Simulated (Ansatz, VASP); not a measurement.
## Two plane-wave programs on B2O

File INCAR:

```
PREC = Accurate
ENCUT = 520
EDIFF = 1E-7
ISMEAR = 0
SIGMA = 0.1
LREAL = False
LASPH = True
NELM = 150
ALGO = Normal
ISIF = 2
LWAVE = False
LCHARG = True
ISPIN = 2
MAGMOM = 0 0 0 0 1 1
LORBIT = 11
GGA = PS
LELF = True
LVHAR = True
NBANDS = 25
```

Contents of KPOINTS:

```
regular mesh
0
Gamma
  6 6 4
```

The input POSCAR:

```
B2O
1.0
    2.8790012395      0.0000000000      0.0000000000
   -1.4395006198      2.4932882109      0.0000000000
    0.0000000000      0.0000000000      7.0520000000
B O
4 2
Direct
    0.0000000000      0.0000000000      0.3800000000
    0.0000000000      0.0000000000      0.6200000000
    0.6666666667      0.3333333333      0.0230000000
    0.3333333333      0.6666666667      0.9770000000
    0.6666666667      0.3333333333      0.3060000000
    0.3333333333      0.6666666667      0.6940000000
```

Input for Ansatz:

```yaml
crystal:
  lattice:
    - [2.8790012395, 0.0, 0.0]
    - [-1.4395006198, 2.4932882109, 0.0]
    - [0.0, 0.0, 7.052]
  atoms:
    - { symbol: B, position: [0.0, 0.0, 0.38] }
    - { symbol: B, position: [0.0, 0.0, 0.62] }
    - { symbol: B, position: [0.6666666667, 0.3333333333, 0.023] }
    - { symbol: B, position: [0.3333333333, 0.6666666667, 0.977] }
    - { symbol: O, position: [0.6666666667, 0.3333333333, 0.306], spin: 1.0 }
    - { symbol: O, position: [0.3333333333, 0.6666666667, 0.694], spin: 1.0 }
basis:
  ecutwfc: 420
kpoints:
  mp_grid: { grid: [6, 6, 4] }
hamiltonian:
  xc: pbesol
scf:
  occupations: { method: gaussian, width: 0.1 }
  lower_state_search: "off"
output:
  forces: true
  stress: true
  eigenvalues: true
  populations: true
magnetization:
  spin_polarized: true
```

Alike in both runs: task single point; functional PBEsol; k mesh 6 × 6 × 4; occupations gaussian, width 0.1 eV; collinear spin.

|  | VASP | Ansatz |
| --- | --- | --- |
| version | VASP 6.6.1 | Ansatz 0.2.0 |
| potentials or method | VASP PAW PBE potentials, release 64 (B, O) | scalar-relativistic, plane waves, PAW |
| plane-wave cutoff (eV) | 520 | 420 |
| valence electrons in the cell | 24 | 24 |

VASP gave:

| Item | Value |
| --- | --- |
| gap on the k mesh at the Fermi level (eV) | none |
| pressure (GPa) | -23.4 |
| largest component of the traceless stress (GPa) | 18.41 |
| rms of the force components (eV/Å) | 0.122 |
| net moment per atom (μB) | 0.00 |

Problem. Which values does Ansatz return?

Solution. gap on the k mesh at the Fermi level (eV): none; pressure (GPa): -23.5; largest component of the traceless stress (GPa): 18.62; rms of the force components (eV/Å): 0.112; net moment per atom (μB): 0.00.

Atom by atom the forces differ by 0.011 eV/Å (rms over components). A gap of «none» marks a metal or a gap that the smearing closes. With one functional, cell and mesh, what is left measures potentials, basis and numerics. Ansatz warned: «seeded_moment_not_kept».

Caveats: the k mesh is coarse (spacing up to 0.42 Å⁻¹), so the values aren't converged; so large a pressure means that the cell lies far from this level's equilibrium, or that cutoff or potentials fall short (VASP); the potentials were made for another functional, which shifts forces and pressure (VASP).
